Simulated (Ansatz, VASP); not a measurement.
# Cross-check of B2O3 (boron oxide glass) between VASP and Ansatz

One calculation is typed for both programs; each brings its own data sets. How far apart do they land? The structure shown is the start of the Ansatz relaxation below; VASP solves that cell, so the two are compared at the walk's first step. Other levels of theory on this material are compared in a session of their own.

Calculated with Ansatz 0.2.0; plane waves, with VASP 6.6.1 beside it; single point at PBE with D3(BJ).

**1. Starting point**

The cell holds 75 atoms: 30 B and 45 O. Its edges and angles: a = 10.879 Å, b = 10.697 Å, c = 9.919 Å, α = 90.0°, β = 90.0°, γ = 90.0°. As first built, before any earlier steps moved the atoms (in the runner's words): 75 atoms (30 B, 45 O) placed at random at 1.79 g/cm^3 and pushed apart to contact distance.

**2. Ansatz: relaxation, PBE with D3(BJ)**

Ansatz runs on its default PAW (the set named soft_2) files.

The two programs are compared at the cell with which this relaxation starts, whose forces are those of its first step.

File input.yaml:

```yaml
crystal:
  lattice:
    - [10.8786, 0.0, 0.0]
    - [0.0, 10.69711, 0.0]
    - [0.0, 0.0, 9.91907]
  atoms:
    - { symbol: B, position: [0.43574, 0.04885, 0.71366] }
    - { symbol: B, position: [0.16885, 0.12771, 0.29791] }
    - { symbol: B, position: [0.63875, 0.18708, 0.47835] }
    - { symbol: B, position: [0.15, 0.80949, 0.53993] }
    - { symbol: B, position: [0.28489, 0.63563, 0.6324] }
    - { symbol: B, position: [0.61012, 0.96608, 0.56611] }
    - { symbol: B, position: [0.17151, 0.50431, 0.99784] }
    - { symbol: B, position: [0.33067, 0.44482, 0.49026] }
    - { symbol: B, position: [0.7495, 0.36118, 0.34549] }
    - { symbol: B, position: [0.31456, 0.03059, 0.92606] }
    - { symbol: B, position: [0.6477, 0.74069, 0.6224] }
    - { symbol: B, position: [0.88062, 0.55975, 0.32253] }
    - { symbol: B, position: [0.03161, 0.68994, 0.06121] }
    - { symbol: B, position: [0.90638, 0.42016, 0.53153] }
    - { symbol: B, position: [0.75608, 0.11456, 0.93453] }
    - { symbol: B, position: [0.76254, 0.47659, 0.12754] }
    - { symbol: B, position: [0.83263, 0.59859, 0.68946] }
    - { symbol: B, position: [0.06386, 0.33568, 0.85436] }
    - { symbol: B, position: [0.36961, 0.42387, 0.07526] }
    - { symbol: B, position: [0.09878, 0.03895, 0.52389] }
    - { symbol: B, position: [0.43486, 0.25645, 0.59196] }
    - { symbol: B, position: [0.21408, 0.07918, 0.06168] }
    - { symbol: B, position: [0.56826, 0.51982, 0.97952] }
    - { symbol: B, position: [0.05195, 0.261, 0.6187] }
    - { symbol: B, position: [0.85708, 0.31338, 0.9712] }
    - { symbol: B, position: [0.86897, 0.74172, 0.89042] }
    - { symbol: B, position: [0.47846, 0.63342, 0.76093] }
    - { symbol: B, position: [0.05668, 0.70753, 0.32496] }
    - { symbol: B, position: [0.76771, 0.94868, 0.89749] }
    - { symbol: B, position: [0.30841, 0.31538, 0.27965] }
    - { symbol: O, position: [0.7316, 0.26178, 0.42771] }
    - { symbol: O, position: [0.07644, 0.13722, 0.60852] }
    - { symbol: O, position: [0.09015, 0.60161, 0.98679] }
    - { symbol: O, position: [0.73925, 0.65022, 0.61863] }
    - { symbol: O, position: [0.82771, 0.57752, 0.2054] }
    - { symbol: O, position: [0.93866, 0.76, 0.00291] }
    - { symbol: O, position: [0.11192, 0.04984, 0.38653] }
    - { symbol: O, position: [0.14145, 0.39094, 0.94438] }
    - { symbol: O, position: [0.67341, 0.85444, 0.56322] }
    - { symbol: O, position: [0.35601, 0.6079, 0.74403] }
    - { symbol: O, position: [0.53211, 0.71052, 0.66452] }
    - { symbol: O, position: [0.33793, 0.41868, 0.3549] }
    - { symbol: O, position: [0.52761, 0.24472, 0.49877] }
    - { symbol: O, position: [0.28465, 0.51864, 0.05699] }
    - { symbol: O, position: [0.8843, 0.64071, 0.80641] }
    - { symbol: O, position: [0.67836, 0.53707, 0.03813] }
    - { symbol: O, position: [0.84168, 0.45046, 0.40407] }
    - { symbol: O, position: [0.86035, 0.41204, 0.05385] }
    - { symbol: O, position: [0.14067, 0.11594, 0.16282] }
    - { symbol: O, position: [0.97184, 0.62518, 0.38465] }
    - { symbol: O, position: [0.97969, 0.3189, 0.51971] }
    - { symbol: O, position: [0.68387, 0.03914, 0.84685] }
    - { symbol: O, position: [0.24928, 0.21728, 0.34454] }
    - { symbol: O, position: [0.75216, 0.23788, 0.95673] }
    - { symbol: O, position: [0.70396, 0.3876, 0.22622] }
    - { symbol: O, position: [0.20166, 0.09621, 0.92131] }
    - { symbol: O, position: [0.39241, 0.99281, 0.82866] }
    - { symbol: O, position: [0.28322, 0.56038, 0.52044] }
    - { symbol: O, position: [0.33548, 0.31567, 0.14577] }
    - { symbol: O, position: [0.49621, 0.97403, 0.62349] }
    - { symbol: O, position: [0.9532, 0.28158, 0.88685] }
    - { symbol: O, position: [0.11116, 0.92487, 0.58528] }
    - { symbol: O, position: [0.83474, 0.02192, 0.98902] }
    - { symbol: O, position: [0.66918, 0.06581, 0.50478] }
    - { symbol: O, position: [0.13052, 0.77337, 0.40941] }
    - { symbol: O, position: [0.48618, 0.43214, 0.02955] }
    - { symbol: O, position: [0.36403, 0.36272, 0.58967] }
    - { symbol: O, position: [0.41109, 0.17368, 0.69407] }
    - { symbol: O, position: [0.88696, 0.48779, 0.64253] }
    - { symbol: O, position: [0.06873, 0.71968, 0.18995] }
    - { symbol: O, position: [0.213, 0.74104, 0.63507] }
    - { symbol: O, position: [0.54764, 0.59053, 0.86467] }
    - { symbol: O, position: [0.09984, 0.32976, 0.72167] }
    - { symbol: O, position: [0.32527, 0.01004, 0.06612] }
    - { symbol: O, position: [0.77962, 0.82933, 0.85547] }
kpoints:
  mp_grid: { grid: [1, 1, 1] }
hamiltonian:
  xc: pbe
  dispersion: d3bj
scf:
  occupations: { method: fixed }
output:
  forces: true
  stress: true
relax:
  f_tol: 0.04
  max_steps: 60
  cell: { stress_tol: 0.1, fix: [alpha, beta, gamma] }
```

On the command line:

```console
$ ansatz run input.yaml --threads 8 --pin off --max-ram 15360MiB --backend cpu --events-out ev --progress --plain --runs-dir out
```

Numbers of over 12 decimals in the logs are rounded to 6 here.

The program printed:

```text
The last accepted step is kept in <dir> (removed where the run ends without a failure and the disk answers)
Engine: ansatz 0.2.0, x86_64-unknown-linux-gnu
Pseudopotentials: kind: paw
Pseudopotential: B, paw, valence charge 3, recommended cutoff 420 eV (normal), B.paw.azcp
Pseudopotential: O, paw, valence charge 6, recommended cutoff 420 eV (normal), O.paw.azcp
Functional definition: PBE
  parameter kappa = 0.804
  parameter beta = 0.066725
  exchange = pbe_x(kappa = kappa, mu = beta*pi^2/3)
  correlation = pbe_c(beta = beta)
Crystal: 75 atoms, lattice volume = 1154.278 Å³
Basis set: ecut = 420 eV, 22583 PW (Γ), exchange–correlation on 150×144×144 points (8 copies of the dense FFT grid, shifted against one another)
Bands: 255, of which v1, the nominal top of the filled ones, is band 180 counted from 1 (179 counted from 0)
Symmetry: 1 space group operations
Space group: P1 (ITA 1), of the structure as read, at distance tolerance 1.0e-4 Å
k-points: 1
Non-local potential: B, projectors of the file, l = 0: 2, l = 1: 2, l = 2: 1
Non-local potential: O, projectors of the file, l = 0: 2, l = 1: 2, l = 2: 1
PAW form: soft (Blöchl's): semilocal exchange-correlation on the pseudo side does not see the compensation charge
PAW one-centre angular grid: B, 110 points (default); XC on 64 Gauss nodes
PAW one-centre angular grid: O, 110 points (default); XC on 64 Gauss nodes
Initial density: superposition of atomic densities (neutral atoms: chi_scale 0, normalization atom), corrected by the library's trained network
Initial wavefunctions: pseudopotential atomic-orbital guess
Functional: x = pbe(κ = 0.804, μ = 0.219515), c = pbe(β = 0.066725)
SCF iter   1: F=—  HF=-30278.790344 eV  |F-HF|=—  |Δ(HF+E_count)|=         —  Δρ=3.51e-3  dr2=1.76e-1  ethr=1.77e-3  ⟨swp⟩=6.0  Hψ=828  notcnv=0  defer=71
preconditioner: auto → Resta (q_TF=auto, 2.247 Å⁻¹)  ε∞=2.5  [insulator: Δε(μ)=5.428 eV  Ē_g=16.824 eV  n_scr=234 (ndim 8)  ℏωp=20.7 eV  f_vac=0.364  ε∞_Penn≈2.5  vacuum switching on, ρ_ref=2.1e-2 e/Å³]
SCF iter   2: F=—  HF=-30278.766696 eV  |F-HF|=—  |Δ(HF+E_count)|=   2.36e-2  Δρ=1.69e-3  dr2=2.55e-2  ethr=4.88e-5  ⟨swp⟩=3.0  Hψ=402  notcnv=0  defer=73
SCF iter   3: F=—  HF=-30278.769925 eV  |F-HF|=—  |Δ(HF+E_count)|=   3.23e-3  Δρ=7.11e-4  dr2=4.63e-3  ethr=7.08e-6  ⟨swp⟩=4.0  Hψ=367  notcnv=0  defer=50
automatic band count: iteration 3 solves 232 bands in place of 255: the levels show a gap, and the empty bands left out lie too high to hold charge; the band table lists the bands solved (type scf.n_extra_bands for more)
SCF iter   4: F=—  HF=-30278.769826 eV  |F-HF|=—  |Δ(HF+E_count)|=   9.87e-5  Δρ=2.27e-4  dr2=3.99e-4  ethr=1.29e-6  ⟨swp⟩=2.0  Hψ=355  notcnv=0  defer=50
SCF iter   5: F=—  HF=-30278.769935 eV  |F-HF|=—  |Δ(HF+E_count)|=   1.09e-4  Δρ=7.65e-5  dr2=4.68e-5  ethr=1.11e-7  ⟨swp⟩=2.0  Hψ=323  notcnv=0  defer=50
SCF iter   6: F=—  HF=-30278.770494 eV  |F-HF|=—  |Δ(HF+E_count)|=   5.58e-4  Δρ=2.43e-5  dr2=4.15e-6  ethr=1.30e-8  ⟨swp⟩=2.0  Hψ=412  notcnv=0  defer=49
SCF iter   7: F=—  HF=-30278.770496 eV  |F-HF|=—  |Δ(HF+E_count)|=   1.64e-6  Δρ=7.95e-6  dr2=4.73e-7  ethr=1.15e-9  ⟨swp⟩=2.0  Hψ=360  notcnv=0  defer=49
SCF iter   8: F=-30278.770496 eV  HF=-30278.770496 eV  |F-HF|=8.25e-9  |Δ(HF+E_count)|=   1.81e-7  Δρ=2.73e-6  dr2=5.98e-8  ethr=2.78e-11  ⟨swp⟩=5.0  Hψ=777  notcnv=0
SCF 1 converged in 8 iterations: F = -30278.770496 eV  dr2 = 5.98e-8
  greatest PAW one-centre occupation: 0.870 electrons in one spin orbital (limit 2), on the O atom at site 62 (counted from 0), in its partial waves of l = 0
relax step   1: F+E_penalty+E_count = -30278.77049568 eV  Δ(F+E_penalty+E_count) = +0.000e0 eV  max|allowed force component| = 2.511e-2 eV/Å  Δτ_max = 0.0000 Å  P = -0.653 GPa  Ω = 1154.278 Å³  fix = [alpha, beta, gamma]  reactions: alpha -0.227, beta +0.085, gamma -0.061 GPa/rad  (8 SCF iters, dr2 threshold 1.00e-7 eV, accepted)
Crystal: 75 atoms, lattice volume = 1140.345 Å³
Basis set: ecut = 420 eV, 22327 PW (Γ), exchange–correlation on 150×144×144 points (8 copies of the dense FFT grid, shifted against one another)
Initial density: handed on by an earlier stage of this run
Initial wavefunctions: those handed on with the density
iter 1 solved again at ethr=3.15e-5 eV; its pass at ethr=3.10e-3 eV (dr2=1.13e-1 eV) is discarded
SCF iter   1: F=—  HF=-30278.877867 eV  |F-HF|=—  |Δ(HF+E_count)|=         —  Δρ=4.50e-3  dr2=1.15e-1  ethr=3.15e-5  ⟨swp⟩=2.0  Hψ=692  notcnv=0  defer=49
automatic band count: iteration 1 solves 232 bands in place of 255: the levels show a gap, and the empty bands left out lie too high to hold charge; the band table lists the bands solved (type scf.n_extra_bands for more)
preconditioner: auto → Resta (q_TF=auto, 2.251 Å⁻¹)  ε∞=2.8  [insulator: Δε(μ)=5.389 eV  Ē_g=15.572 eV  n_scr=226 (ndim 8)  ℏωp=20.9 eV  f_vac=0.354  ε∞_Penn≈2.8  vacuum switching on, ρ_ref=1.8e-2 e/Å³]
[...]
atom  39  O     -0.00202812     0.01411712    -0.00307519
  atom  40  O     -0.01636071    -0.00330360    -0.00210818
  atom  41  O     -0.00005722    -0.00795962     0.00626870
  atom  42  O     -0.00428625    -0.00103552    -0.01419699
  atom  43  O     -0.00686360     0.00549406     0.00335188
  atom  44  O     -0.01125943     0.00898985     0.00191258
  atom  45  O      0.00737773     0.00149046     0.01025404
  atom  46  O      0.00758114    -0.00653549     0.00975154
  atom  47  O      0.01409229    -0.00421242     0.00364766
  atom  48  O      0.00221873     0.00104113    -0.00623156
  atom  49  O      0.00052677     0.00300712    -0.01619934
  atom  50  O      0.01243815     0.01366031     0.00020934
  atom  51  O      0.00621540    -0.01827976    -0.00565678
  atom  52  O      0.00047185    -0.00212536     0.00077802
  atom  53  O      0.00886333     0.01092867     0.02001169
  atom  54  O     -0.00380553    -0.01763911    -0.00112079
  atom  55  O      0.00385506    -0.00588758     0.01843114
  atom  56  O     -0.01083603     0.00350618    -0.00158237
  atom  57  O      0.00089439     0.00012300     0.00351343
  atom  58  O     -0.00360157     0.00175075    -0.00186032
  atom  59  O      0.00261794     0.00308243    -0.01422721
  atom  60  O      0.00370870    -0.00665094     0.00083139
  atom  61  O     -0.01818290     0.00010247     0.01765655
  atom  62  O     -0.00120327     0.00625801    -0.00333220
[...]
atom  68  O      0.00357000     0.00821938    -0.00064271
  atom  69  O     -0.00093984    -0.00020905    -0.00723844
  atom  70  O      0.00657411     0.00161095     0.00266844
  atom  71  O      0.00107723    -0.00644053     0.00658481
  atom  72  O     -0.00922093    -0.00153144    -0.00280505
  atom  73  O      0.00452172     0.01091030     0.01895322
  atom  74  O      0.00600107    -0.00344510     0.01313663
  atom  75  O      0.00054654     0.00538117    -0.00268733
  max |Σ_I F_I| component: 7.72e-6 eV/Å
--- Stress (GPa, compression-positive) ---
       -0.071489      -0.040854       0.039445
       -0.040843      -0.007974       0.217412
        0.039456       0.217415      -0.021808
  P = ⅓ Tr σ = -0.0338 GPa (-0.338 kbar)
--- Relaxed structure (10 steps of the walk, 7 accepted, 2 SCFs on fresh bases) ---
  F+E_penalty+E_count = -30278.88901829 eV   max|allowed force component| = 3.936e-2 eV/Å   (the final SCF, on the basis selected at the relaxed cell)
  cell:  # Å, volume = 1099.4433 Å³
    - [10.555956, 0, 0]
    - [0, 10.618466, 0]
    - [0, 0, 9.808746]
  atoms:
    - { symbol: B, position: [0.431550, 0.046417, 0.712750] }
    - { symbol: B, position: [0.160780, 0.128402, 0.301718] }
    - { symbol: B, position: [0.641604, 0.185776, 0.476765] }
    - { symbol: B, position: [0.144128, 0.811566, 0.547901] }
    - { symbol: B, position: [0.271317, 0.631335, 0.639882] }
    - { symbol: B, position: [0.607579, 0.963007, 0.561077] }
    - { symbol: B, position: [0.177549, 0.506427, 1.005241] }
    - { symbol: B, position: [0.325038, 0.445256, 0.493411] }
    - { symbol: B, position: [0.753637, 0.361976, 0.345260] }
    - { symbol: B, position: [0.304681, 0.028829, 0.925146] }
    - { symbol: B, position: [0.643937, 0.735290, 0.614061] }
    - { symbol: B, position: [0.888229, 0.562027, 0.322309] }
    - { symbol: B, position: [0.035763, 0.695885, 0.061291] }
    - { symbol: B, position: [0.916018, 0.420326, 0.530750] }
    - { symbol: B, position: [0.750051, 0.117716, 0.927294] }
    - { symbol: B, position: [0.766750, 0.477844, 0.126458] }
    - { symbol: B, position: [0.833447, 0.595274, 0.689025] }
    - { symbol: B, position: [0.071567, 0.337096, 0.857819] }
    - { symbol: B, position: [0.376467, 0.417759, 0.076115] }
    - { symbol: B, position: [0.097272, 0.041969, 0.531206] }
    - { symbol: B, position: [0.434855, 0.256881, 0.594147] }
    - { symbol: B, position: [0.202857, 0.081137, 0.062571] }
    - { symbol: B, position: [0.572815, 0.514542, 0.970134] }
    - { symbol: B, position: [0.066977, 0.267165, 0.621721] }
    - { symbol: B, position: [0.858866, 0.312892, 0.967084] }
    - { symbol: B, position: [0.866429, 0.742889, 0.889776] }
    - { symbol: B, position: [0.474805, 0.627048, 0.754751] }
    - { symbol: B, position: [0.064997, 0.714689, 0.326080] }
    - { symbol: B, position: [0.760969, 0.949830, 0.892797] }
    - { symbol: B, position: [0.309721, 0.312381, 0.282818] }
    - { symbol: O, position: [0.738444, 0.260640, 0.427497] }
    - { symbol: O, position: [0.091847, 0.142261, 0.618292] }
    - { symbol: O, position: [0.095738, 0.605204, 0.988143] }
    - { symbol: O, position: [0.738906, 0.645194, 0.613125] }
    - { symbol: O, position: [0.834842, 0.579622, 0.203258] }
    - { symbol: O, position: [0.939447, 0.765197, 0.00168999] }
    - { symbol: O, position: [0.099726, 0.051794, 0.391538] }
    - { symbol: O, position: [0.145058, 0.390788, 0.955671] }
    - { symbol: O, position: [0.671561, 0.850047, 0.556028] }
    - { symbol: O, position: [0.347556, 0.603045, 0.750367] }
    - { symbol: O, position: [0.523546, 0.704083, 0.652713] }
    - { symbol: O, position: [0.334587, 0.418908, 0.356934] }
    - { symbol: O, position: [0.527371, 0.244381, 0.496635] }
    - { symbol: O, position: [0.292762, 0.518429, 0.068441] }
    - { symbol: O, position: [0.883359, 0.639607, 0.807728] }
    - { symbol: O, position: [0.681600, 0.539638, 0.035466] }
    - { symbol: O, position: [0.848871, 0.451351, 0.403020] }
    - { symbol: O, position: [0.866131, 0.409588, 0.053943] }
    - { symbol: O, position: [0.129085, 0.120698, 0.165471] }
    - { symbol: O, position: [0.980450, 0.628739, 0.386489] }
    - { symbol: O, position: [0.996125, 0.322276, 0.516706] }
    - { symbol: O, position: [0.675422, 0.040974, 0.839501] }
    - { symbol: O, position: [0.248947, 0.213608, 0.348501] }
    - { symbol: O, position: [0.747508, 0.242236, 0.947960] }
[...]
- { symbol: O, position: [0.412003, 0.173651, 0.697750] }
    - { symbol: O, position: [0.891913, 0.484029, 0.644952] }
    - { symbol: O, position: [0.075390, 0.729385, 0.189888] }
    - { symbol: O, position: [0.195128, 0.735675, 0.647181] }
    - { symbol: O, position: [0.554475, 0.583370, 0.852018] }
    - { symbol: O, position: [0.112701, 0.339719, 0.724970] }
    - { symbol: O, position: [0.311201, 0.00216249, 0.065829] }
    - { symbol: O, position: [0.772626, 0.828904, 0.852801] }
```

In the SCF lines HF is the Harris–Foulkes energy and dr2 the Hartree energy of the density residual, in eV; the loop may stop once dr2 is under the threshold and the program's other checks hold. Hψ counts applications of the Hamiltonian.

(Continued in part 2 of 2.)

[Lines on the potential files, build, host, timing and source positions are cut from VASP's logs without a mark.]

[Logs are printed without paths, hosts, clocks, repeated set-up lines and the standing remarks that a program may print on its own settings, such as how far it seeks lower states.]

[Hosts, paths, dates, database ids (printed as entryN), source tags and the programs' standing remarks are cut or masked in the printed files.]
